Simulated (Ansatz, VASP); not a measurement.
# Ta2Se: VASP beside Ansatz, part 2 of 2

Aim: how closely do two programs agree when they are given the same cell, functional and k mesh? The cell is taken from a series of runs on this material, whose earlier steps may have relaxed, scaled, displaced or heated it; both programs get it as it stands.

VASP 6.6.1 and Ansatz 0.2.0.

So far: Starting point; VASP: relaxation of cell and atoms, PBEsol.

### Step 3. Ansatz: relaxation of cell and atoms, PBEsol

Level of this step: Ansatz beside VASP: Kohn-Sham DFT, plane waves, PBEsol (Ansatz).

Ansatz runs on its PAW soft_1 files.

The same cell, functional, mesh and smearing now go to Ansatz, which takes its cutoff from its data sets.

input.yaml reads:

```yaml
crystal:
  lattice:
    - [3.3577598478, 0.0, 0.0]
    - [0.0, 3.3577598478, 0.0]
    - [0.0, 0.0, 9.8478782977]
  atoms:
    - { symbol: Ta, position: [0.5, 0.0, 0.7585808632] }
    - { symbol: Ta, position: [0.0, 0.5, 0.2414191368] }
    - { symbol: Ta, position: [0.5, 0.0, 0.0761535239] }
    - { symbol: Ta, position: [0.0, 0.5, 0.9238464761] }
    - { symbol: Se, position: [0.5, 0.0, 0.3635770524] }
    - { symbol: Se, position: [0.0, 0.5, 0.6364229476] }
kpoints:
  mp_grid: { grid: [12, 12, 4] }
hamiltonian:
  xc: pbesol
  pseudopotentials: { kind: paw, azcp: { folder: soft_1 }, xc_functional: pbe }
scf:
  occupations: { method: methfessel_paxton, width: 0.2 }
output:
  forces: true
  stress: true
  eigenvalues: true
relax:
  adjacent_minimum: "off"
  f_tol: 0.001
  max_steps: 60
  cell: { stress_tol: 0.01 }
```

Command:

```
$ ansatz run input.yaml --threads 16 --pin off --max-ram 61440MiB --backend cuda --events-out ev --progress --plain --runs-dir out --max-vram 78GiB
```

Numbers of over 12 decimals in the logs are rounded to 6 here.

What it wrote:

```text
Engine: ansatz 0.2.0, aarch64-unknown-linux-gnu
Pseudopotentials: kind: paw
Pseudopotential: Ta, paw, valence charge 13, recommended cutoff 420 eV (normal), soft_1/Ta.paw.azcp
Pseudopotential: Se, paw, valence charge 16, recommended cutoff 420 eV (normal), soft_1/Se.paw.azcp
Functional definition: PBEsol
  exchange = pbesol_x
  correlation = pbesol_c
[...]
Crystal: 6 atoms, lattice volume = 111.030 Å³
Basis set: ecut = 420 eV, 2169 PW (Γ), exchange–correlation on 48×48×144 points (8 copies of the dense FFT grid, shifted against one another)
Bands: 51, of which v1, the nominal top of the filled ones, is band 42 counted from 1 (41 counted from 0)
Symmetry: 16 space group operations
Space group: P4/nmm (ITA 129), of the structure as read, at distance tolerance 4.8e-5 Å
k-points: 84 of 576
Non-local potential: Ta, projectors of the file, l = 0: 3, l = 1: 2, l = 2: 2, l = 3: 1
Non-local potential: Se, projectors of the file, l = 0: 2, l = 1: 2, l = 2: 3, l = 3: 1
PAW form: soft (Blöchl's): semilocal exchange-correlation on the pseudo side does not see the compensation charge
PAW frozen core: Ta, regenerated for the run's functional, and the local potential with it (the file was generated under x = pbe(κ = 0.804, μ = 0.219515), c = pbe(β = 0.066725))
PAW frozen core: Se, regenerated for the run's functional, and the local potential with it (the file was generated under x = pbe(κ = 0.804, μ = 0.219515), c = pbe(β = 0.066725))
PAW one-centre angular grid: Ta, 590 points (default); XC on 64 Gauss nodes
PAW one-centre angular grid: Se, 590 points (default); XC on 64 Gauss nodes
Initial density: superposition of atomic densities (chi_scale 0.1, normalization cell, long waves of neutral atoms (reshape's long-wave potential 2.63 eV rms, cloud 2.90 Å wide))
Initial wavefunctions: pseudopotential atomic-orbital guess
[...]
Functional: x = pbesol(κ = 0.804, μ = 0.123457), c = pbesol(β = 0.046)
SCF iter   1: F=—  HF=-50109.581112 eV  |F-HF|=—  |Δ(HF+E_count)|=         —  Δρ=1.60e-1  dr2=3.97e2  ethr=3.10e-3  ⟨swp⟩=5.7  Hψ=14785  notcnv=0
preconditioner: auto → Kerker (q_TF=auto, 2.604 Å⁻¹)  [metal: Δε(μ)=0.010 eV  Ē_g=6.310 eV  σ=0.200 eV  W_gap=0.04  n_scr=28 (ndim 8)  ℏωp=19.9 eV  f_vac=0.000  D(μ)=4.22/eV (n_scr^D=28)]
SCF iter   2: F=—  HF=-50095.020492 eV  |F-HF|=—  |Δ(HF+E_count)|=    1.46e1  S|Δr|=    0.00e0  Δρ=9.74e-2  dr2=1.69e2  ethr=3.10e-3  ⟨swp⟩=3.2  Hψ=9358  notcnv=0  defer=56
[...]
SCF iter  11: F=-50080.965986 eV  HF=-50080.965986 eV  |F-HF|=1.52e-8  |Δ(HF+E_count)|=   5.09e-9  S|Δr|=    0.00e0  Δρ=4.74e-6  dr2=2.96e-8  ethr=1.19e-10  ⟨swp⟩=11.8  Hψ=27249  notcnv=0
SCF 1 converged in 11 iterations: F = -50080.965986 eV  dr2 = 2.96e-8
  greatest PAW one-centre occupation: 1.000 electrons in one spin orbital (limit 2), on the Se atom at site 5 (counted from 0), in its partial waves of l = 2
relax step   1: F+E_penalty+E_count = -50080.96598602 eV  Δ(F+E_penalty+E_count) = +0.000e0 eV  max|allowed force component| = 3.081e-2 eV/Å  Δτ_max = 0.0000 Å  P = -0.049 GPa  Ω = 111.030 Å³  (11 SCF iters, dr2 threshold 1.00e-7 eV, accepted)
[...]
relax step   2: F+E_penalty+E_count = -50080.96519440 eV  Δ(F+E_penalty+E_count) = +7.916e-4 eV  max|allowed force component| = 1.107e-1 eV/Å  Δτ_max = 0.0109 Å  P = +0.183 GPa  Ω = 110.666 Å³  energy of the carried Pulay correction = +6.729e-5 eV  (7 SCF iters, dr2 threshold 5.93e-8 eV, rejected (line search))
[...]
relax step   3: F+E_penalty+E_count = -50080.96607926 eV  Δ(F+E_penalty+E_count) = -9.324e-5 eV  max|allowed force component| = 2.908e-3 eV/Å  Δτ_max = 0.0017 Å  P = +0.005 GPa  Ω = 110.972 Å³  energy of the carried Pulay correction = +1.083e-5 eV  (11 SCF iters, accepted)
[...]
relax step   4: F+E_penalty+E_count = -50080.96608069 eV  Δ(F+E_penalty+E_count) = -1.427e-6 eV  max|allowed force component| = 1.213e-3 eV/Å  Δτ_max = 0.0002 Å  P = +0.005 GPa  Ω = 110.969 Å³  energy of the carried Pulay correction = +1.138e-5 eV  (6 SCF iters, dr2 threshold 5.29e-10 eV, accepted)
[...]
relax step   5: F+E_penalty+E_count = -50080.96607801 eV  Δ(F+E_penalty+E_count) = +2.677e-6 eV  max|allowed force component| = 6.822e-4 eV/Å  Δτ_max = 0.0003 Å  P = -0.008 GPa  Ω = 110.985 Å³  energy of the carried Pulay correction = +8.445e-6 eV  (7 SCF iters, dr2 threshold 9.20e-11 eV, accepted)
[...]
relax step   6: F+E_penalty+E_count = -50080.96606715 eV  Δ(F+E_penalty+E_count) = +1.086e-5 eV  max|allowed force component| = 6.842e-4 eV/Å  Δτ_max = 0.0000 Å  P = -0.008 GPa  Ω = 110.985 Å³  stress off target by 8.29e-3 GPa  SCF on the basis re-selected at this cell (its energy is not comparable with the rows above)  (5 SCF iters)
[...]
Free energy (F): -50080.966067 eV
Harris-Foulkes:  -50080.966067 eV  (|F-HF|=7.28e-12)
Internal energy: -50080.966303 eV  (E = F + TS)
E sigma→0 (E₀):  -50080.966126 eV
Entropy (-TS):   0.000235 eV (0.039 meV/atom)
Fermi energy:    16.695699 eV
Step filling:    the computed levels leave a gap of 0.0011 eV = 0.0 smearing widths at the electron count; against every level under it full and every level over it empty, smearing changes F+E_penalty+E_count by +0.762 meV and its σ→0 estimate by +0.703 meV
--- Per-component energies (eV) ---
  E_band       = -1100.597467
  E_kinetic    = 1801.736341
  E_local      = -7167.161061  (includes V_loc(G=0)·N_el)
  E_nonlocal   = -739.909734
  E_hartree    = 3461.473937
  E_xc         = -1447.722412
  E_vxc        = -1119.027498  (∫ρ·V_xc dr)
  E_paw        = -36898.366813  (= ΣΔE_a)
  E_vpaw       = -799.183115  (= ΣTr[D̂ρ^β])
  E_aug_tail   = -0.000340  (compensation charges beyond the density's cutoff)
  E_ewald      = -9093.887975
  E_core_change = 2.871755  (= ΣΔE_core)
  E_smearing   = 0.000235  (= −TS)
  E_closure    = 0.000000  (closes the sum)
  Σ components = -50080.966067   (vs F -50080.966067, Δ=0.00e0)
--- Forces (eV/Å), atoms counted from 1 ---
  atom   1  Ta     0.00000000     0.00000000     0.00013702
  atom   2  Ta     0.00000000     0.00000000    -0.00013702
  atom   3  Ta     0.00000000     0.00000000    -0.00009383
  atom   4  Ta     0.00000000     0.00000000     0.00009383
  atom   5  Se     0.00000000     0.00000000    -0.00068421
  atom   6  Se     0.00000000     0.00000000     0.00068421
  max |Σ_I F_I| component: 0.00e0 eV/Å
--- Stress (GPa, compression-positive) ---
       -0.007335       0.000000       0.000000
        0.000000      -0.007335       0.000000
        0.000000       0.000000      -0.008288
  P = ⅓ Tr σ = -0.0077 GPa (-0.077 kbar)
--- Band table (eV; the first three rows and the last of 84) ---
  k-point 0: bands = [... 38 lower, 15.4154, 16.5162, 16.8793, 16.8793, 17.0782, 17.0782, 17.3876, 18.0483, ... 5 higher]
  k-point 1: bands = [... 38 lower, 15.4355, 16.5169, 16.8787, 16.8787, 17.0690, 17.0690, 17.3856, 17.8128, ... 5 higher]
  k-point 2: bands = [... 38 lower, 15.4557, 16.5176, 16.8781, 16.8781, 17.0600, 17.0600, 17.3837, 17.4985, ... 5 higher]
  k-point 83: bands = [... 38 lower, 14.7832, 14.7832, 16.3671, 16.3671, 17.4538, 17.4538, 19.5600, 19.5600, ... 5 higher]
--- Relaxed structure (5 steps of the walk, 4 accepted, 1 SCFs on fresh bases) ---
  F+E_penalty+E_count = -50080.96606715 eV   max|allowed force component| = 6.842e-4 eV/Å   (the final SCF, on the basis selected at the relaxed cell)
  cell:  # Å, volume = 110.9847 Å³
    - [3.356610, 0, 0.0]
    - [0, 3.356610, 0.0]
    - [0.0, 0.0, 9.850562]
  atoms:
    - { symbol: Ta, position: [0.500000, 0, 0.758591] }
    - { symbol: Ta, position: [0, 0.500000, 0.241409] }
    - { symbol: Ta, position: [0.500000, 0, 0.076309] }
    - { symbol: Ta, position: [0, 0.500000, 0.923691] }
    - { symbol: Se, position: [0.500000, 0, 0.363745] }
    - { symbol: Se, position: [0, 0.500000, 0.636255] }
```

In the SCF lines HF is the Harris–Foulkes energy and dr2 the Hartree energy of the density residual, in eV; the loop may stop once dr2 is under the threshold and the program's other checks hold. Hψ counts applications of the Hamiltonian.

### Step 4. Comparison

Known differences besides the potentials themselves: the data sets hold 84 valence electrons in Ansatz (on its PAW soft_1 files) and 56 in VASP; the cutoff is 420 eV in Ansatz and 500 eV in VASP; Ansatz makes its cores anew for this functional, VASP keeps those of its PBE data sets; Ansatz adds a Pulay correction to the stress that steers its cell, VASP none. Total energies have different zeros and are not compared.

Compared:

```tsv
quantity	Ansatz	VASP	difference
volume (Å³)	110.98	111.17	-0.16 %
edge a after relaxation, in the typed setting (Å)	3.357	3.358	-0.04 %
edge c after relaxation, in the typed setting (Å)	9.851	9.859	-0.08 %
```

### Step 5. Outcome

```yaml
difference_in_volume_relaxation_of_cell_and_atoms_pbesol: -0.16 %
```

The difference in volume is -0.16 % (relaxation of cell and atoms, PBEsol), within the 1.2 % picked in this series as the mark of a large difference, as far as the stopping tolerances let one tell. The data sets hold unlike numbers of valence electrons (84 in Ansatz and 56 in VASP), so part of the differences comes from the potentials. Such differences can come from data sets, numerical settings and the points named under the comparisons, not from the functional's error against experiment.

[Lines on the potential files, build, host, timing and source positions are cut from VASP's logs without a mark.]

[Logs are printed without paths, hosts, clocks, repeated set-up lines and the standing remarks that a program may print on its own settings, such as how far it seeks lower states.]

[Hosts, paths, dates, database ids (printed as entryN), source tags and the programs' standing remarks are cut or masked in the printed files.]
